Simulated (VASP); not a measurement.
Output of a VASP run:

**OSZICAR**
```
       N       E                     dE             d eps       ncg     rms          rms(c)
DAV:   1     0.118406296107E+02    0.11841E+02   -0.39007E+03   848   0.559E+02
DAV:   2    -0.160738986538E+02   -0.27915E+02   -0.26688E+02   988   0.131E+02
DAV:   3    -0.170776807940E+02   -0.10038E+01   -0.10023E+01  1056   0.232E+01
DAV:   4    -0.170831597267E+02   -0.54789E-02   -0.54786E-02   976   0.190E+00
DAV:   5    -0.170832281215E+02   -0.68395E-04   -0.68395E-04  1080   0.201E-01    0.832E+00
DAV:   6    -0.148284075592E+02    0.22548E+01   -0.11679E+01   996   0.156E+01    0.275E+00
DAV:   7    -0.148294620342E+02   -0.10545E-02   -0.15807E-01   916   0.303E+00    0.199E+00
DAV:   8    -0.148245384099E+02    0.49236E-02   -0.34752E-02   972   0.159E+00    0.651E-01
DAV:   9    -0.148225261881E+02    0.20122E-02   -0.56341E-03  1048   0.415E-01    0.245E-01
DAV:  10    -0.148225635980E+02   -0.37410E-04   -0.58362E-04   944   0.145E-01    0.171E-02
DAV:  11    -0.148225735829E+02   -0.99849E-05   -0.11559E-05  1052   0.238E-02    0.200E-02
DAV:  12    -0.148225730916E+02    0.49128E-06   -0.12317E-06   864   0.730E-03
   1 F= -.14822573E+02 E0= -.14822573E+02  d E =-.644372E-21
```

**OUTCAR**
```
------------------------ aborting loop because EDIFF is reached ----------------------------------------
  FORCE on cell =-STRESS in cart. coord.  units (eV):
  Direction    XX          YY          ZZ          XY          YZ          ZX
  --------------------------------------------------------------------------------------
  Total       -1.1128690     -1.1128690     -1.1128690      0.0000000     -0.0000000     -0.0000000
  in kB      -79.9819073    -79.9819073    -79.9819073      0.0000000     -0.0000000     -0.0000000
  external PRESSURE =     -79.9819073 kB  Pullay stress =       0.0000000 kB
  volume of cell :       22.29
      direct lattice vectors                 reciprocal lattice vectors
     0.000000000  2.233800000  2.233800000    -0.223833826  0.223833826  0.223833826
     2.233800000  0.000000000  2.233800000     0.223833826 -0.223833826  0.223833826
     2.233800000  2.233800000  0.000000000     0.223833826  0.223833826 -0.223833826
  FREE ENERGIE OF THE ION-ELECTRON SYSTEM (eV)
  ---------------------------------------------------
  free  energy   TOTEN  =       -14.8225730916 eV

  energy  without entropy=      -14.8225730916  energy(sigma->0) =      -14.82257309
```
(Selected blocks of OUTCAR.)

**POSCAR**
```
AlN
1
    0.0000000000     2.2338000000     2.2338000000
    2.2338000000     0.0000000000     2.2338000000
    2.2338000000     2.2338000000     0.0000000000
Al N
1 1
Direct
  0.0000000000   0.0000000000   0.0000000000
  0.2500000000   0.2500000000   0.2500000000
```

Q: Write an INCAR and KPOINTS that could have produced this output.

A: Several could match; the one computed here: the input of the run itself, PBE GGA, plane waves, VASP's PBE PAW potentials (set 64).

INCAR:
```
# general
SYSTEM = AlN
PREC   = Accurate
ENCUT  = 520
LREAL  = F
LASPH  = T
NBANDS = 12

# electronic loop
EDIFF  = 1E-6
NELM   = 100
ALGO   = Normal

# smearing
ISMEAR = 0
SIGMA  = 0.05

# functional
GGA    = PE

# ions
ISIF   = 2

# output
LWAVE  = F
LCHARG = F
```

**KPOINTS**
```
Regular mesh
0
G
  9 9 9
```

POTCAR, in this order: Al N (PBE.64 set). Program: vasp_std.

The compound is AlN in the zinc blende structure, a metastable form; wurtzite is the usual one. The cell was not relaxed at this level. The run is one of a series of settings (NBANDS = 12 against the base run), some of them coarse on purpose.
